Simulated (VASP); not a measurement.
Input:

```
CELL_PARAMETERS angstrom
      0.00000     2.86243     2.86243
      2.86243     0.00000     2.86243
      2.86243     2.86243     0.00000
ATOMIC_POSITIONS crystal
  Be 0.00000 0.00000 0.00000
  Te 0.25000 0.25000 0.25000
```

Calculation: PBE0 hybrid, VASP's PBE PAW potentials (set 64) (plane waves; VASP). Run with 520 eV cut-off, 6×6×6 Γ-centred mesh, Gaussian smearing of 0.050 eV, potentials Be Te.

Unless said otherwise, spin-orbit coupling is left out, though it shifts the bands of the heavy elements here.

**Question.** Predict the energy per atom (σ→0), pressure, band gap (on the k-mesh) with the smallest direct gap where there is one.

**Answer.** 
```
Quantity                                      Value
-----------------------------------  --------------
band gap (on the k-mesh)                    3.42 eV
smallest direct gap (on the k-mesh)         4.89 eV
energy per atom (σ→0)                -4.654 eV/atom
pressure                                  -2.90 GPa
```

The absolute energy has meaning only against runs of the same code, potentials and settings.

The compound is BeTe in the zinc blende structure. This cell is one point of a volume scan, at 1.03 of the reference volume. The cell's shape comes from a PBE relaxation.
